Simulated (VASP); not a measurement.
OSZICAR of a VASP run on CdTe (zinc blende):

**OSZICAR**
```
       N       E                     dE             d eps       ncg     rms          rms(c)
DAV:   1     0.520336938571E+02    0.52034E+02   -0.81273E+03   788   0.114E+03
DAV:   2    -0.473488967096E+02   -0.99383E+02   -0.95653E+02   925   0.272E+02
DAV:   3    -0.511911475584E+02   -0.38423E+01   -0.38362E+01   910   0.563E+01
DAV:   4    -0.512218249236E+02   -0.30677E-01   -0.30675E-01  1075   0.468E+00
DAV:   5    -0.512221011090E+02   -0.27619E-03   -0.27619E-03   940   0.315E-01    0.530E+00
DAV:   6    -0.469291908789E+02    0.42929E+01   -0.32215E+00   780   0.267E+01    0.687E+00
DAV:   7    -0.466406404539E+02    0.28855E+00   -0.21708E-01   780   0.618E+00    0.443E+00
DAV:   8    -0.468081321096E+02   -0.16749E+00   -0.21842E-01   835   0.490E+00    0.919E-01
DAV:   9    -0.465663837114E+02    0.24175E+00   -0.24131E-01   780   0.460E+00    0.532E-01
DAV:  10    -0.466158775295E+02   -0.49494E-01   -0.33440E-02   780   0.176E+00    0.322E-01
DAV:  11    -0.466384132376E+02   -0.22536E-01   -0.16035E-02   780   0.125E+00    0.638E-02
DAV:  12    -0.466383791656E+02    0.34072E-04   -0.93476E-04   865   0.349E-01    0.614E-02
DAV:  13    -0.466399955543E+02   -0.16164E-02   -0.44711E-03   780   0.653E-01    0.589E-02
DAV:  14    -0.466372783973E+02    0.27172E-02   -0.15406E-03   860   0.322E-01    0.437E-02
DAV:  15    -0.466400665210E+02   -0.27881E-02   -0.89412E-04   790   0.254E-01    0.385E-02
DAV:  16    -0.466406467157E+02   -0.58019E-03   -0.12968E-04   840   0.120E-01    0.207E-02
DAV:  17    -0.466409265972E+02   -0.27988E-03   -0.17282E-04   790   0.123E-01    0.386E-03
DAV:  18    -0.466409489275E+02   -0.22330E-04   -0.21021E-05   910   0.453E-02    0.653E-03
DAV:  19    -0.466409479931E+02    0.93434E-06   -0.10091E-06   825   0.118E-02    0.204E-03
DAV:  20    -0.466409481828E+02   -0.18968E-06   -0.74488E-07   800   0.891E-03    0.511E-03
DAV:  21    -0.466409485578E+02   -0.37500E-06   -0.25451E-07   800   0.627E-03    0.148E-03
DAV:  22    -0.466409487483E+02   -0.19051E-06   -0.34412E-08   465   0.209E-03    0.260E-04
DAV:  23    -0.466409487549E+02   -0.66082E-08   -0.64255E-09   425   0.792E-04
   1 F= -.46640949E+02 E0= -.46640949E+02  d E =-.466409E+02
```

Task: Which electronic solver shows in the log?

Result: It is blocked Davidson (ALGO = Normal, or the opening steps of other solvers). The INCAR had ALGO = Normal.

Task: Can the final energy be trusted as converged?

Result: The calculation finished and met its thresholds. It stopped with EDIFF = 1E-7, NELM = 100, NSW = 30 and EDIFFG = -0.01 after 1 ionic step (r2SCAN meta-GGA, plane waves, VASP's PBE PAW potentials (set 64)).

The compound is CdTe in the zinc blende structure. This cell was strained or had an atom moved on purpose.
